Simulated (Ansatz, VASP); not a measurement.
# CoSi2: VASP beside Ansatz

One calculation is typed for both programs; each brings its own data sets. How far apart do they land? The cell is taken from a series of runs on this material, whose earlier steps may have relaxed, scaled, displaced or heated it; both programs get it as it stands.

Main program and level: Ansatz 0.2.0; plane waves, with VASP 6.6.1 beside it; zone-centre phonons at PBEsol.

### Step 1. The structure

Symmetry: Fm-3m, No. 225, cubic system. Conventional cell: a = 5.348 Å, b = 5.348 Å, c = 5.348 Å, α = 90.00°, β = 90.00°, γ = 90.00°. Nearest to Si lie 4 Co at 2.32 Å. Nearest to Co lie 8 Si at 2.32 Å. Farther neighbours are not listed.

As a file:

```cif
data_structure
_symmetry_space_group_name_H-M 'P 1'
_symmetry_Int_Tables_number 1
_cell_length_a 3.7814
_cell_length_b 3.7814
_cell_length_c 3.7814
_cell_angle_alpha 60.000
_cell_angle_beta 60.000
_cell_angle_gamma 60.000
_cell_volume 38.23
loop_
_atom_site_label
_atom_site_type_symbol
_atom_site_fract_x
_atom_site_fract_y
_atom_site_fract_z
_atom_site_occupancy
Si1 Si 0.25000 0.25000 0.25000 1
Si2 Si 0.75000 0.75000 0.75000 1
Co3 Co 0.00000 0.00000 0.00000 1
```

### Step 2. VASP: zone-centre phonons, PBEsol

Second derivatives magnify differences that forces hide, and they need a tight electronic threshold.

Lines of VASP's logs that name or quote its potential files are left out, and so is its time.

The input, INCAR:

```
SYSTEM = CoSi2
PREC = Accurate
ENCUT = 600
EDIFF = 1E-08
NELM = 120
ISMEAR = 1
SIGMA = 0.2
LREAL = .FALSE.
ALGO = Normal
GGA = PS
NBANDS = 14
LASPH = .TRUE.
LORBIT = 11
LWAVE = .FALSE.
LCHARG = .FALSE.
ISIF = 2
IBRION = 8
GGA_COMPAT = .FALSE.
KPAR = 2
```

The input, POSCAR:

```
CoSi2
1.0
    0.0000000000      2.6738667619      2.6738667619
    2.6738667619      0.0000000000      2.6738667619
    2.6738667619      2.6738667619      0.0000000000
Si Co
2 1
Direct
    0.2500000000      0.2500000000      0.2500000000
    0.7500000000      0.7500000000      0.7500000000
    0.0000000000      0.0000000000      0.0000000000
```

The input, KPOINTS:

```
Automatic mesh
0
Gamma
16 16 16
0 0 0
```

The projector-augmented-wave data sets are Si and Co (PBE family, release 64).

Command:

```bash
> mpirun -np 2 vasp_std
```

Numbers of over 12 decimals in the logs are rounded to 6 here.

The program printed:

```text
[banner, memory and clock lines left out]
running    2 mpi-ranks, on    1 nodes
 distrk:  each k-point on    1 cores,    2 groups
 distr:  one band on    1 cores,    1 groups

 POSCAR found type information on POSCAR SiCo
 POSCAR found :  2 types and       3 ions
|                                                                             |
|               ----> ADVICE to this user running VASP <----                  |
|                                                                             |
|     You enforced a specific xc type in the INCAR file but a different       |
|     [... a line on the potential file left out ...]
|     I HOPE YOU KNOW WHAT YOU ARE DOING!                                     |
|                                                                             |

 LDA part: xc-table for (Slater+PW92), standard interpolation
 POSCAR, INCAR and KPOINTS ok, starting setup
 FFT: planning ... GRIDC
 FFT: planning ... GRID_SOFT
 FFT: planning ... GRID
 WAVECAR not read
 entering main loop
       N       E                     dE             d eps       ncg     rms          rms(c)
DAV:   1     0.706633210417E+02    0.70663E+02   -0.77000E+03  4068   0.131E+03
DAV:   2    -0.183043690923E+02   -0.88968E+02   -0.80787E+02  4210   0.241E+02
DAV:   3    -0.225248409939E+02   -0.42205E+01   -0.41011E+01  5392   0.589E+01
DAV:   4    -0.226076427179E+02   -0.82802E-01   -0.82695E-01  4702   0.767E+00
DAV:   5    -0.226102406368E+02   -0.25979E-02   -0.25975E-02  5612   0.147E+00    0.151E+01
DAV:   6    -0.264574663620E+02   -0.38472E+01   -0.33689E+01  4720   0.124E+02    0.183E+01
DAV:   7    -0.210021584585E+02    0.54553E+01   -0.14485E+01  5240   0.969E+01    0.342E+00
DAV:   8    -0.210138810103E+02   -0.11723E-01   -0.10457E+00  5014   0.771E+00    0.196E+00
DAV:   9    -0.209736421009E+02    0.40239E-01   -0.10852E-01  5076   0.651E+00    0.477E-01
DAV:  10    -0.209731402839E+02    0.50182E-03   -0.78820E-03  6044   0.140E+00    0.133E-01
DAV:  11    -0.209729117795E+02    0.22850E-03   -0.84290E-04  5724   0.564E-01    0.423E-02
DAV:  12    -0.209729264972E+02   -0.14718E-04   -0.57172E-05  5228   0.655E-02    0.215E-02
DAV:  13    -0.209729235370E+02    0.29602E-05   -0.55304E-06  6096   0.343E-02    0.631E-03
DAV:  14    -0.209729234966E+02    0.40335E-07   -0.11801E-06  6464   0.149E-02    0.288E-03
DAV:  15    -0.209729236033E+02   -0.10669E-06   -0.11727E-07  6194   0.613E-03    0.770E-04
DAV:  16    -0.209729236209E+02   -0.17619E-07   -0.10021E-08  3122   0.147E-03    0.313E-04
DAV:  17    -0.209729236181E+02    0.28731E-08   -0.46372E-09  2744   0.589E-04
   1 F= -.20972924E+02 E0= -.20973226E+02  d E =0.908536E-03
 Linear response reoptimize wavefunctions to high precision
DAV:   1    -0.209729236185E+02   -0.47999E-09   -0.56465E-10  3092   0.301E-04
DAV:   2    -0.209729236185E+02   -0.40927E-11   -0.11959E-10  2612   0.958E-05
 Linear response DOF=           2
 Linear response progress:
  Degree of freedom:   1/  2
       N       E                     dE             d eps       ncg     rms          rms(c)
RMM:   1    -0.204805502236E-01   -0.20481E-01    0.28018E-02 43120   0.129E+00
RMM:   2    -0.178704695600E-01    0.26101E-02   -0.13634E-03 24603   0.570E-01    0.985E-02
RMM:   3    -0.180338797770E-01   -0.16341E-03   -0.53111E-04 28796   0.174E-01    0.525E-02
RMM:   4    -0.182339509203E-01   -0.20007E-03   -0.89308E-05 27049   0.725E-02    0.863E-03
RMM:   5    -0.182213873079E-01    0.12564E-04   -0.67583E-06 29945   0.215E-02    0.542E-03
RMM:   6    -0.181977302989E-01    0.23657E-04   -0.13107E-06 29773   0.879E-03    0.130E-03
RMM:   7    -0.182071511731E-01   -0.94209E-05   -0.30399E-07 27153   0.410E-03    0.736E-04
RMM:   8    -0.182101106212E-01   -0.29594E-05   -0.44816E-08 29611   0.203E-03    0.423E-04
RMM:   9    -0.182086611554E-01    0.14495E-05    0.29616E-09 30238   0.648E-04    0.865E-05
RMM:  10    -0.182087603940E-01   -0.99239E-07   -0.77768E-09 31697   0.188E-04    0.203E-05
RMM:  11    -0.182087521415E-01    0.82525E-08   -0.60587E-09 31627   0.602E-05    0.893E-06
 first order change of Fermi-energy  -0.71874E-05
 force on displaced ion       1 direction 1 :  -8.522  -0.000  -0.000
 Linear response progress:
  Degree of freedom:   2/  2
       N       E                     dE             d eps       ncg     rms          rms(c)
RMM:   1    -0.175674795160E+00   -0.17567E+00   -0.13315E-01 15998   0.267E+00
RMM:   2    -0.172194275530E+00    0.34805E-02   -0.29656E-03 13912   0.722E-01    0.191E-01
RMM:   3    -0.172122960057E+00    0.71315E-04   -0.55114E-04 15308   0.175E-01    0.111E-01
RMM:   4    -0.172715833167E+00   -0.59287E-03   -0.35720E-04 16203   0.132E-01    0.939E-03
RMM:   5    -0.172689491327E+00    0.26342E-04   -0.15879E-05 16321   0.353E-02    0.592E-03
RMM:   6    -0.172685132330E+00    0.43590E-05   -0.13979E-06 14799   0.125E-02    0.421E-03
RMM:   7    -0.172661591117E+00    0.23541E-04   -0.55429E-07 16499   0.660E-03    0.101E-03
RMM:   8    -0.172653621648E+00    0.79695E-05   -0.35804E-08 16914   0.172E-03    0.417E-04
RMM:   9    -0.172648601455E+00    0.50202E-05   -0.28879E-09 15951   0.452E-04    0.707E-05
RMM:  10    -0.172648687138E+00   -0.85683E-07   -0.13009E-09 17483   0.149E-04    0.228E-05
RMM:  11    -0.172648546808E+00    0.14033E-06   -0.11372E-09 16219   0.813E-05    0.563E-06
RMM:  12    -0.172648592481E+00   -0.45673E-07   -0.11198E-09 17642   0.380E-05    0.195E-06
RMM:  13    -0.172648580326E+00    0.12155E-07   -0.98808E-10 18754   0.223E-05    0.390E-07
RMM:  14    -0.172648579382E+00    0.94432E-09   -0.38582E-10 14128   0.169E-05    0.170E-07
 first order change of Fermi-energy   0.40810E-03
 force on displaced ion       3 direction 1 : -11.661   0.000   0.000
 Linear response finished
```

From OUTCAR (step 2):

```text
ion  position               nearest neighbor table
   1  0.250  0.250  0.250-   3 2.32   3 2.32   3 2.32   3 2.32   2 2.67   2 2.67   2 2.67   2 2.67
                             2 2.67   2 2.67
   2  0.750  0.750  0.750-   3 2.32   3 2.32   3 2.32   3 2.32   1 2.67   1 2.67   1 2.67   1 2.67
                             1 2.67   1 2.67
   3  0.000  0.000  0.000-   1 2.32   2 2.32   2 2.32   2 2.32   2 2.32   1 2.32   1 2.32   1 2.32

  LATTYP: Found a face centered cubic cell.
 ALAT       =     5.3477335238

 Subroutine GETGRP returns: Found 48 space group operations
 (whereof 48 operations were pure point group operations)

The static configuration has the point symmetry O_h .

 Found    145 irreducible k-points:

   k-points           NKPTS =    145   k-points in BZ     NKDIM =    145   number of bands    NBANDS=     14

   dimension x,y,z NGX =    30 NGY =   30 NGZ =   30
   dimension x,y,z NGXF=    60 NGYF=   60 NGZF=   60

   ENCUT  =  600.0 eV  44.10 Ry    6.64 a.u.   7.55  7.55  7.55*2*pi/ulx,y,z

   NELECT =      17.0000    total number of electrons

 k-points in reciprocal lattice and weights: Automatic mesh
   0.00000000  0.00000000  0.00000000       0.000
   0.06250000  0.00000000  0.00000000       0.002
   0.12500000  0.00000000  0.00000000       0.002
   0.18750000  0.00000000  0.00000000       0.002
   0.25000000  0.00000000  0.00000000       0.002
   0.31250000  0.00000000  0.00000000       0.002
   0.37500000  0.00000000  0.00000000       0.002
   0.43750000  0.00000000  0.00000000       0.002
   0.50000000  0.00000000  0.00000000       0.001
[...]
-0.31250000  0.50000000  0.18750000       0.003
  -0.25000000  0.50000000  0.25000000       0.001

 average (electrostatic) potential at core
       1 -79.1373       2 -79.1373       3 -78.0160

  Total       -0.8725388     -0.8725388     -0.8725388     -0.0000000     -0.0000000     -0.0000000
  in kB      -36.5633564    -36.5633564    -36.5633564     -0.0000000     -0.0000000     -0.0000000
  external PRESSURE =     -36.5633564 kB  Pullay stress =       0.0000000 kB

  energy-cutoff  :      600.00
  volume of cell :       38.23
      direct lattice vectors                 reciprocal lattice vectors
     0.000000000  2.673866762  2.673866762    -0.186995107  0.186995107  0.186995107
     2.673866762  0.000000000  2.673866762     0.186995107 -0.186995107  0.186995107
     2.673866762  2.673866762  0.000000000     0.186995107  0.186995107 -0.186995107

 POSITION                                       TOTAL-FORCE (eV/Angst)
 -----------------------------------------------------------------------------------
      1.33693      1.33693      1.33693        -0.000000     -0.000000     -0.000000
      4.01080      4.01080      4.01080         0.000000      0.000000      0.000000
      0.00000      0.00000      0.00000         0.000000      0.000000      0.000000
 -----------------------------------------------------------------------------------
    total drift:                                0.000000     -0.000000     -0.000000

 Eigenvectors and eigenvalues of the dynamical matrix
 ----------------------------------------------------

   1 f  =    9.953093 THz    62.537125 2PiTHz  331.999431 cm-1    41.162665 meV
             X         Y         Z           dx          dy          dz
      1.336933  1.336933  1.336933     0.000000    0.000000    0.505876
      4.010800  4.010800  4.010800     0.000000    0.000000    0.505876
      0.000000  0.000000  0.000000     0.000000    0.000000   -0.698699

   2 f  =    9.953093 THz    62.537125 2PiTHz  331.999431 cm-1    41.162665 meV
             X         Y         Z           dx          dy          dz
      1.336933  1.336933  1.336933    -0.000000   -0.505876   -0.000000
      4.010800  4.010800  4.010800    -0.000000   -0.505876   -0.000000
      0.000000  0.000000  0.000000     0.000000    0.698699    0.000000

   3 f  =    9.953093 THz    62.537125 2PiTHz  331.999431 cm-1    41.162665 meV
             X         Y         Z           dx          dy          dz
      1.336933  1.336933  1.336933     0.505876   -0.000000    0.000000
      4.010800  4.010800  4.010800     0.505876    0.000000   -0.000000
      0.000000  0.000000  0.000000    -0.698699   -0.000000    0.000000

   4 f  =    9.879923 THz    62.077386 2PiTHz  329.558753 cm-1    40.860059 meV
             X         Y         Z           dx          dy          dz
      1.336933  1.336933  1.336933    -0.232434   -0.613483   -0.263842
      4.010800  4.010800  4.010800     0.232434    0.613483    0.263842
      0.000000  0.000000  0.000000     0.000000    0.000000    0.000000

   5 f  =    9.879923 THz    62.077386 2PiTHz  329.558753 cm-1    40.860059 meV
             X         Y         Z           dx          dy          dz
      1.336933  1.336933  1.336933    -0.662343    0.176093    0.174048
      4.010800  4.010800  4.010800     0.662343   -0.176093   -0.174048
      0.000000  0.000000  0.000000    -0.000000   -0.000000    0.000000

   6 f  =    9.879923 THz    62.077386 2PiTHz  329.558753 cm-1    40.860059 meV
             X         Y         Z           dx          dy          dz
      1.336933  1.336933  1.336933    -0.085298    0.304351   -0.632531
      4.010800  4.010800  4.010800     0.085298   -0.304351    0.632531
      0.000000  0.000000  0.000000    -0.000000    0.000000    0.000000

   7 f/i=    0.001811 THz     0.011381 2PiTHz    0.060421 cm-1     0.007491 meV
             X         Y         Z           dx          dy          dz
      1.336933  1.336933  1.336933     0.452394    0.198569   -0.000000
      4.010800  4.010800  4.010800     0.452394    0.198569    0.000000
      0.000000  0.000000  0.000000     0.655089    0.287538    0.000000

   8 f/i=    0.001811 THz     0.011381 2PiTHz    0.060421 cm-1     0.007491 meV
             X         Y         Z           dx          dy          dz
      1.336933  1.336933  1.336933    -0.198569    0.452394   -0.000000
      4.010800  4.010800  4.010800    -0.198569    0.452394   -0.000000
      0.000000  0.000000  0.000000    -0.287538    0.655089    0.000000

   9 f/i=    0.001811 THz     0.011381 2PiTHz    0.060421 cm-1     0.007491 meV
             X         Y         Z           dx          dy          dz
      1.336933  1.336933  1.336933     0.000000    0.000000   -0.494054
      4.010800  4.010800  4.010800     0.000000    0.000000   -0.494054
      0.000000  0.000000  0.000000     0.000000    0.000000   -0.715416

 ELASTIC MODULI CONTR FROM IONIC RELAXATION (kBar)
 Direction    XX          YY          ZZ          XY          YZ          ZX
 --------------------------------------------------------------------------------
 XX          -0.0000     -0.0000      0.0000     -0.0000      0.0000      0.0000
 YY          -0.0000     -0.0000      0.0000     -0.0000      0.0000      0.0000
 ZZ           0.0000      0.0000     -0.0000      0.0000     -0.0000     -0.0000
 XY          -0.0000     -0.0000      0.0000   -551.6439      0.0000      0.0000
 YZ           0.0000      0.0000     -0.0000      0.0000   -551.6439     -0.0000
 ZX           0.0000      0.0000     -0.0000      0.0000     -0.0000   -551.6439
 --------------------------------------------------------------------------------
```

This run has no spin polarisation, so a moment on Co, if there is one, isn't seen. Its electron count is odd, so without a moment it is a metal by construction.

[end of part 1 of 2]

[Lines on the potential files, build, host, timing and source positions are cut from VASP's logs without a mark.]

[Logs are printed without paths, hosts, clocks, repeated set-up lines and the standing remarks that a program may print on its own settings, such as how far it seeks lower states.]

[Hosts, paths, dates, database ids (printed as entryN), source tags and the programs' standing remarks are cut or masked in the printed files.]
